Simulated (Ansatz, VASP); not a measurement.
# Cross-check of SnTeS (1T-SnSTe monolayer) between VASP and Ansatz

Aim: how closely do two programs agree when they are given the same cell, functional and k mesh? Of the first pair: The structure shown is the start of the Ansatz relaxation below; VASP solves that cell, so the two are compared at the walk's first step.

Main program and level: Ansatz 0.2.0; plane waves, with VASP 6.6.1 beside it; single point at PBE.

### Step 1. Starting point

The cell holds 3 atoms: 1 Te, 1 Sn and 1 S. Cell: a = 3.742 Å, b = 3.742 Å, c = 28.661 Å, α = 90.0°, β = 90.0°, γ = 120.0°. Vacuum lies along c. The height across the vacuum is the one that the program set for its solve, not the one typed.

### Step 2. Ansatz: relaxation, PBE

Ansatz runs on its default PAW (the set named soft_2) files.

The two programs are compared at the cell with which this relaxation starts, whose forces are those of its first step.

The input, input.yaml:

```yaml
crystal:
  lattice:
    - [3.7422765, 0.0, 0.0]
    - [-1.87113825, 3.240906517, 0.0]
    - [0.0, 0.0, 18.4305228466]
  atoms:
    - { symbol: Te, position: [0.6666666667, 0.3333333333, 0.4340625639] }
    - { symbol: Sn, position: [0.0, 0.0, 0.5174077663] }
    - { symbol: S, position: [0.3333333333, 0.6666666667, 0.5659374361] }
  periodic: [true, true, false]
kpoints:
  mp_grid: { grid: [9, 9, 1] }
hamiltonian:
  xc: pbe
scf:
  occupations: { method: fermi_dirac, width: 0.05 }
relax:
  f_tol: 0.01
  max_steps: 90
  cell: {}
```

Run with:

```sh
ansatz run input.yaml --threads 4 --pin off --max-ram 8192MiB --backend cpu --events-out ev --progress --plain --runs-dir out
```

Numbers of over 12 decimals in the logs are rounded to 6 here.

The program printed:

```text
Warning: crystal.periodic: the lattice vector that does not repeat stood 0.000° off the slab's normal, 18.431 Å along it as the deck builds it. The run solves the slab on a vector along the normal, 28.661 Å long, with every atom where it was (on the deck's vector they left 16.00 Å outside them, and the widest stretch free of ions among them is 1.54 Å). A fractional position that the run reports is one of the run's ce [...]
crystal.periodic: the lattice vector that does not repeat stood 0.000° off the slab's normal, 18.431 Å along it as the deck builds it. The run solves the slab on a vector along the normal, 28.661 Å long, with every atom where it was (on the deck's vector they left 16.00 Å outside them, and the widest stretch free of ions among them is 1.54 Å). A fractional position that the run reports is one of the run's cell, which [...]
Engine: ansatz 0.2.0, x86_64-unknown-linux-gnu
Pseudopotentials: kind: paw
Pseudopotential: Te, paw, valence charge 16, recommended cutoff 420 eV (normal), Te.paw.azcp
Pseudopotential: Sn, paw, valence charge 14, recommended cutoff 420 eV (normal), Sn.paw.azcp
Pseudopotential: S, paw, valence charge 6, recommended cutoff 420 eV (normal), S.paw.azcp
Functional definition: PBE
  parameter kappa = 0.804
  parameter beta = 0.066725
  exchange = pbe_x(kappa = kappa, mu = beta*pi^2/3)
  correlation = pbe_c(beta = beta)
Crystal: 3 atoms, lattice volume = 347.612 Å³
Basis set: ecut = 420 eV, 6827 PW (Γ), exchange–correlation on 54×54×384 points (8 copies of the dense FFT grid, shifted against one another)
Bands: 22, of which v1, the nominal top of the filled ones, is band 18 counted from 1 (17 counted from 0)
Symmetry: 6 space group operations
Space group: P3m1 (ITA 156), of the structure as read, at distance tolerance 7.0e-5 Å
k-points: 12 of 81 (time reversal used)
Non-local potential: Te, projectors of the file, l = 0: 2, l = 1: 2, l = 2: 2, l = 3: 2
Non-local potential: Sn, projectors of the file, l = 0: 2, l = 1: 2, l = 2: 2, l = 3: 2
Non-local potential: S, projectors of the file, l = 0: 2, l = 1: 2, l = 2: 2
PAW form: soft (Blöchl's): semilocal exchange-correlation on the pseudo side does not see the compensation charge
PAW one-centre angular grid: Te, 590 points (default); XC on 64 Gauss nodes
PAW one-centre angular grid: Sn, 590 points (default); XC on 64 Gauss nodes
PAW one-centre angular grid: S, 110 points (default); XC on 64 Gauss nodes
Initial density: superposition of atomic densities (neutral atoms: chi_scale 0, normalization atom), corrected by the library's trained network
Initial wavefunctions: pseudopotential atomic-orbital guess
Functional: x = pbe(κ = 0.804, μ = 0.219515), c = pbe(β = 0.066725)
SCF iter   1: F=—  HF=-13903.935077 eV  |F-HF|=—  |Δ(HF+E_count)|=         —  Δρ=2.05e-3  dr2=3.40e-2  ethr=1.77e-3  ⟨swp⟩=16.0  Hψ=2417  notcnv=0
[...]
Crystal: 3 atoms, lattice volume = 375.792 Å³
Basis set: ecut = 420 eV, 7439 PW (Γ), exchange–correlation on 54×54×384 points (8 copies of the dense FFT grid, shifted against one another)
iter 1 solved again at ethr=7.90e-7 eV; its pass at ethr=3.10e-3 eV (dr2=2.84e-4 eV) is discarded
SCF iter   1: F=—  HF=-13906.680231 eV  |F-HF|=—  |Δ(HF+E_count)|=         —  Δρ=2.00e-4  dr2=2.69e-4  ethr=7.90e-7  ⟨swp⟩=4.2  Hψ=2175  notcnv=0
preconditioner: auto → LDOS  [insulator: Δε(μ)=0.279 eV  Ē_g=8.591 eV  σ=0.050 eV  W_gap=0.69  n_scr=16 (ndim 8)  ℏωp=7.7 eV  f_vac=0.747  D(μ)=0.80/eV (n_scr^D=4)  ε∞_Penn≈1.8  β→1.0]
SCF iter   2: F=—  HF=-13906.680204 eV  |F-HF|=—  |Δ(HF+E_count)|=   2.73e-5  Δρ=1.01e-4  dr2=2.28e-4  ethr=7.46e-7  ⟨swp⟩=3.2  Hψ=607  notcnv=0
SCF iter   3: F=—  HF=-13906.680175 eV  |F-HF|=—  |Δ(HF+E_count)|=   2.83e-5  Δρ=4.89e-5  dr2=6.46e-5  ethr=6.34e-7  ⟨swp⟩=2.8  Hψ=378  notcnv=0
SCF iter   4: F=—  HF=-13906.680197 eV  |F-HF|=—  |Δ(HF+E_count)|=   2.19e-5  Δρ=1.27e-5  dr2=2.45e-6  ethr=1.80e-7  ⟨swp⟩=2.4  Hψ=329  notcnv=0
SCF iter   5: F=—  HF=-13906.680197 eV  |F-HF|=—  |Δ(HF+E_count)|=   5.53e-7  Δρ=3.75e-6  dr2=3.37e-7  ethr=6.80e-9  ⟨swp⟩=3.8  Hψ=603  notcnv=0
SCF iter   6: F=-13906.680197 eV  HF=-13906.680197 eV  |F-HF|=2.15e-8  |Δ(HF+E_count)|=   4.20e-8  Δρ=1.09e-6  dr2=8.66e-9  ethr=3.09e-10  ⟨swp⟩=6.7  Hψ=1106  notcnv=0
SCF 7 converged in 6 iterations: F = -13906.680197 eV  dr2 = 8.66e-9
relax step   7: F+E_penalty+E_count = -13906.68019683 eV  Δ(F+E_penalty+E_count) = -6.105e-4 eV  max|allowed force component| = 1.625e-2 eV/Å  Δτ_max = 0.0093 Å  P = +0.026 N/m  Ω = 375.792 Å³  energy of the carried Pulay correction = -2.623e-3 eV  fix = [c, alpha, beta]  reactions: c +0.000 N/m  (6 SCF iters, dr2 threshold 1.11e-7 eV, accepted)
[...]
relax step   8: F+E_penalty+E_count = -13906.68022113 eV  Δ(F+E_penalty+E_count) = -2.430e-5 eV  max|allowed force component| = 1.127e-2 eV/Å  Δτ_max = 0.0030 Å  P = -0.008 N/m  Ω = 375.780 Å³  energy of the carried Pulay correction = -2.622e-3 eV  fix = [c, alpha, beta]  reactions: c -0.000 N/m  (5 SCF iters, dr2 threshold 1.65e-8 eV, accepted)
[...]
relax step   9: F+E_penalty+E_count = -13906.68022893 eV  Δ(F+E_penalty+E_count) = -7.803e-6 eV  max|allowed force component| = 6.677e-4 eV/Å  Δτ_max = 0.0010 Å  P = -0.000 N/m  Ω = 375.785 Å³  energy of the carried Pulay correction = -2.623e-3 eV  fix = [c, alpha, beta]  reactions: c -0.000 N/m  (5 SCF iters, dr2 threshold 7.94e-9 eV, accepted)
[...]
relax step  10: F+E_penalty+E_count = -13906.68169930 eV  Δ(F+E_penalty+E_count) = -1.470e-3 eV  max|allowed force component| = 1.023e-3 eV/Å  Δτ_max = 0.0000 Å  P = -0.020 N/m  Ω = 375.785 Å³  fix = [c, alpha, beta]  reactions: c -0.000 N/m  stress off target by 2.00e-2 N/m on what of the cell is left free  SCF on the basis re-selected at this cell (its energy is not comparable with the rows above)  (7 SCF iters)
basis re-selected at this cell: Δ(F+E_penalty+E_count) = -1.470e-3 eV, ΔP = -0.020 N/m vs the last step (what re-selecting the basis moved, of the pressure what is left beyond the Pulay correction that the steps carried, after the strain that the cell walked since its last selection, with what the two solves' SCF thresholds leave and, on support functions, any second-order correction that the steps lacked; it is no m [...]
SCF converged after 7 iterations
Free energy (F): -13906.681699 eV
Harris-Foulkes:  -13906.681699 eV  (|F-HF|=3.10e-9)
Internal energy: -13906.674826 eV  (E = F + TS)
E sigma→0 (E₀):  -13906.678263 eV
Entropy (-TS):   -0.006873 eV (-2.291 meV/atom)
Fermi energy:    -5.163688 eV
--- Per-component energies (eV) ---
  E_band       = -855.574682
  E_kinetic    = 472.163773
  E_local      = -52422.942968  (includes V_loc(G=0)·N_el)
  E_nonlocal   = -312.781090
  E_hartree    = 26219.382129
  E_xc         = -601.591573
  E_vxc        = -284.748562  (∫ρ·V_xc dr)
  E_paw        = -9402.703847  (= ΣΔE_a)
  E_vpaw       = -746.030300  (= ΣTr[D̂ρ^β])
  E_aug_tail   = -0.000198  (compensation charges beyond the density's cutoff)
  E_ewald      = 22141.798948
  E_smearing   = -0.006873  (= −TS)
  E_closure    = -0.000000  (closes the sum)
  Σ components = -13906.681699   (vs F -13906.681699, Δ=0.00e0)
--- Forces (eV/Å), atoms counted from 1 ---
  atom   1  Te     0.00000000     0.00000000     0.00102325
  atom   2  Sn    -0.00000000     0.00000000    -0.00048367
  atom   3  S      0.00000000     0.00000000    -0.00054016
  max |Σ_I F_I| component: 5.86e-7 eV/Å
--- 2D stress c σ (N/m, compression-positive) ---
       -0.019985      -0.000000       0.000000
       -0.000000      -0.019985       0.000000
        0.000000       0.000000      -0.000000
  P = ½ c Tr σ = -0.0200 N/m
--- Relaxed structure (9 steps of the walk, 9 accepted, 1 SCFs on fresh bases) ---
  F+E_penalty+E_count = -13906.68169930 eV   max|allowed force component| = 1.023e-3 eV/Å   (the final SCF, on the basis selected at the relaxed cell)
  cell:  # Å, volume = 375.7849 Å³
    - [3.890974, 5.502918280364947e-18, 0]
    - [-1.945487, 3.369682, 0]
    - [0, 0, 28.661046]
  atoms:
    - { symbol: Te, position: [0.666667, 0.333333, 0.264467] }
    - { symbol: Sn, position: [-1.5769216045026006e-18, 0, 0.330865] }
    - { symbol: S, position: [0.333333, 0.666667, 0.380438] }
```

### Step 3. VASP: single point, PBE, start cell, pair 1

The same cell, functional, mesh and smearing now go to VASP, with its own data sets.

Lines of VASP's logs that name or quote its potential files are left out, and so is its time.

The input, INCAR:

```
SYSTEM = SnTeS
PREC = Accurate
ENCUT = 400
EDIFF = 1E-06
NELM = 120
ISMEAR = -1
SIGMA = 0.05
LREAL = .FALSE.
ALGO = Normal
GGA = PE
NBANDS = 19
LORBIT = 11
LWAVE = .FALSE.
LCHARG = .FALSE.
ISIF = 2
LDIPOL = .TRUE.
IDIPOL = 3
DIPOL = 0.5 0.5 0.325
LVHAR = .TRUE.
LASPH = .TRUE.
GGA_COMPAT = .FALSE.
NELMDL = -8
```

The input, POSCAR:

```
SnTeS
1.0
    3.7422770000      0.0000000000      0.0000000000
   -1.8711380000      3.2409070000      0.0000000000
    0.0000000000      0.0000000000     28.6610460000
Te Sn S
1 1 1
Direct
    0.6666664371      0.3333332305      0.2791244953
    0.9999997704      0.9999998972      0.3327197479
    0.3333331038      0.6666665638      0.3639268085
```

The input, KPOINTS:

```
Automatic mesh
0
Gamma
9 9 1
0 0 0
```

Potentials, in the order of the species: Te, Sn_d and S (PBE family, release 64).

Run with:

```sh
mpirun -np 1 vasp_std
```

The program printed:

```text
[banner, memory and clock lines left out]
running    1 mpi-ranks, on    1 nodes
 distrk:  each k-point on    1 cores,    1 groups
 distr:  one band on    1 cores,    1 groups

 POSCAR found type information on POSCAR TeSnS
 POSCAR found :  3 types and       3 ions
 LDA part: xc-table for (Slater+PW92), standard interpolation
 POSCAR, INCAR and KPOINTS ok, starting setup
 FFT: planning ... GRIDC
 FFT: planning ... GRID_SOFT
 FFT: planning ... GRID
 WAVECAR not read
 entering main loop
       N       E                     dE             d eps       ncg     rms          rms(c)
DAV:   1     0.177890419429E+03    0.17789E+03   -0.95033E+03   552   0.855E+02
DAV:   2     0.100766868311E+02   -0.16781E+03   -0.16357E+03   589   0.218E+02
DAV:   3    -0.877481730277E+01   -0.18852E+02   -0.18645E+02   631   0.883E+01
DAV:   4    -0.933674257755E+01   -0.56193E+00   -0.56144E+00   701   0.170E+01
DAV:   5    -0.934309635416E+01   -0.63538E-02   -0.63529E-02   717   0.169E+00
DAV:   6    -0.934318358568E+01   -0.87232E-04   -0.87231E-04   703   0.180E-01
DAV:   7    -0.934318655482E+01   -0.29691E-05   -0.29691E-05   714   0.287E-02
DAV:   8    -0.934318660340E+01   -0.48581E-07   -0.48513E-07   586   0.403E-03    0.130E+01
DAV:   9    -0.886171589458E+01    0.48147E+00   -0.81181E-01   636   0.987E+00    0.851E+00
DAV:  10    -0.880751982628E+01    0.54196E-01   -0.74353E-01   599   0.637E+00    0.106E+00
DAV:  11    -0.878434477481E+01    0.23175E-01   -0.14222E-01   581   0.385E+00    0.625E-01
DAV:  12    -0.878492651877E+01   -0.58174E-03   -0.89589E-03   573   0.569E-01    0.296E-01
DAV:  13    -0.878490404142E+01    0.22477E-04   -0.10856E-03   709   0.421E-01    0.156E-01
DAV:  14    -0.878486539212E+01    0.38649E-04   -0.51451E-04   538   0.148E-01    0.471E-02
[...]
DAV:  20    -0.878512702446E+01   -0.68410E-05   -0.32958E-07   541   0.346E-03    0.357E-03
DAV:  21    -0.878514708531E+01   -0.20061E-04   -0.38487E-07   488   0.268E-03    0.115E-03
DAV:  22    -0.878515709474E+01   -0.10009E-04   -0.25952E-07   516   0.173E-03    0.157E-03
DAV:  23    -0.878516197145E+01   -0.48767E-05   -0.39335E-08   522   0.137E-03    0.856E-04
DAV:  24    -0.878516618700E+01   -0.42155E-05   -0.98623E-08   505   0.820E-04    0.557E-04
DAV:  25    -0.878516764444E+01   -0.14574E-05   -0.16477E-08   519   0.674E-04    0.326E-04
DAV:  26    -0.878516865685E+01   -0.10124E-05   -0.12212E-08   468   0.351E-04    0.143E-04
DAV:  27    -0.878516924022E+01   -0.58338E-06   -0.82048E-09   474   0.260E-04
   1 F= -.87851692E+01 E0= -.87850882E+01  d E =-.162119E-03
```

Parts of OUTCAR (step 3):

```text
ion  position               nearest neighbor table
   1  0.667  0.333  0.279-   2 2.65   2 2.65   2 2.65
   2  1.000  1.000  0.333-   3 2.34   3 2.34   3 2.34   1 2.65   1 2.65   1 2.65
   3  0.333  0.667  0.364-   2 2.34   2 2.34   2 2.34

  LATTYP: Found a hexagonal cell.
 ALAT       =     3.7422770000
 C/A-ratio  =     7.6587184754

 Subroutine GETGRP returns: Found  6 space group operations
 (whereof  6 operations were pure point group operations)

The static configuration has the point symmetry C_3v.

 Found     12 irreducible k-points:

   k-points           NKPTS =     12   k-points in BZ     NKDIM =     12   number of bands    NBANDS=     19

   dimension x,y,z NGX =    24 NGY =   24 NGZ =  192
   dimension x,y,z NGXF=    48 NGYF=   48 NGZF=  384

   ENCUT  =  400.0 eV  29.40 Ry    5.42 a.u.   6.10  6.10 46.74*2*pi/ulx,y,z

   NELECT =      26.0000    total number of electrons

 k-points in reciprocal lattice and weights: Automatic mesh
   0.00000000  0.00000000  0.00000000       0.012
   0.11111111  0.00000000  0.00000000       0.074
   0.22222222 -0.00000000  0.00000000       0.074
   0.33333333  0.00000000  0.00000000       0.074
   0.44444444 -0.00000000  0.00000000       0.074
   0.11111111  0.11111111  0.00000000       0.074
   0.22222222  0.11111111  0.00000000       0.148
   0.33333333  0.11111111  0.00000000       0.148
   0.44444444  0.11111111  0.00000000       0.074
   0.22222222  0.22222222  0.00000000       0.074
   0.33333333  0.22222222  0.00000000       0.148
   0.33333333  0.33333333  0.00000000       0.025

 dipolmoment           0.000000      0.000000     -0.012438 electrons x Angstroem

 average (electrostatic) potential at core
       1 -96.2187       2-110.1465       3 -94.4805

 E-fermi :  -2.3557

 k-point     1 :       0.0000    0.0000    0.0000
  band No.  band energies     occupation
    ...
      9      -5.9213      2.00000
     10      -5.9213      2.00000
     11      -4.0982      2.00000
     12      -2.8078      1.99976
     13      -2.8078      1.99976
     14      -1.7952      0.00003
     15       0.7549      0.00000
     16       1.1781      0.00000
     17       1.1781      0.00000
     18       1.9522      0.00000
    ...

 k-point     2 :       0.1111    0.0000    0.0000
  band No.  band energies     occupation
    ...
      9      -6.7030      2.00000
     10      -6.2354      2.00000
     11      -3.9998      2.00000
     12      -3.4936      2.00000
     13      -2.7256      1.99878
     14      -1.2236      0.00000
     15       0.6578      0.00000
     16       1.4881      0.00000
     17       1.8102      0.00000
     18       2.1193      0.00000
    ...

 k-point     3 :       0.2222   -0.0000    0.0000
  band No.  band energies     occupation
    ...
      9      -7.1503      2.00000
     10      -6.8636      2.00000
     11      -4.9692      2.00000
     12      -3.6173      2.00000
     13      -2.7221      1.99869
     14      -1.0085      0.00000
     15       0.7988      0.00000
     16       2.1161      0.00000
     17       2.4309      0.00000
     18       2.6699      0.00000
    ...

  Total       16.4497916     16.4497921     12.6085783      0.0000025      0.0000000      0.0000000
  in kB       75.8187199     75.8187222     58.1141871      0.0000117      0.0000000      0.0000000
  external PRESSURE =      69.9172097 kB  Pullay stress =       0.0000000 kB

  energy-cutoff  :      400.00
  volume of cell :      347.61
      direct lattice vectors                 reciprocal lattice vectors
     3.742277000  0.000000000  0.000000000     0.267216991  0.154277758  0.000000000
    -1.871138000  3.240907000  0.000000000     0.000000000  0.308555599  0.000000000
     0.000000000  0.000000000 28.661046000     0.000000000  0.000000000  0.034890562

 POSITION                                       TOTAL-FORCE (eV/Angst)
 -----------------------------------------------------------------------------------
      1.87114      1.08030      8.00000         0.000000      0.000000     -4.935846
      1.87114      3.24091      9.53610         0.000000      0.000000     -0.712889
     -0.00000      2.16060     10.43052        -0.000000      0.000000      5.648736
 -----------------------------------------------------------------------------------
    total drift:                                0.000709      0.000353     -0.002419

  FREE ENERGIE OF THE ION-ELECTRON SYSTEM (eV)
  ---------------------------------------------------
  free  energy   TOTEN  =        -8.7851692402 eV

  energy  without entropy=       -8.7850071211  energy(sigma->0) =       -8.78508818

 vacuum level on the upper side and lower side of the slab         2.497         2.683

 total charge
# of ion       s       p       d       tot
------------------------------------------
    1        1.395   2.160   0.052   3.607
    2        1.048   1.377  10.284  12.709
    3        1.354   2.514   0.000   3.868
--------------------------------------------------
tot          3.797   6.051  10.336  20.184

[... 3 further parts left out ...]
```

(Part 1 of 2 ends here.)

[Lines on the potential files, build, host, timing and source positions are cut from VASP's logs without a mark.]

[Logs are printed without paths, hosts, clocks, repeated set-up lines and the standing remarks that a program may print on its own settings, such as how far it seeks lower states.]

[Hosts, paths, dates, database ids (printed as entryN), source tags and the programs' standing remarks are cut or masked in the printed files.]
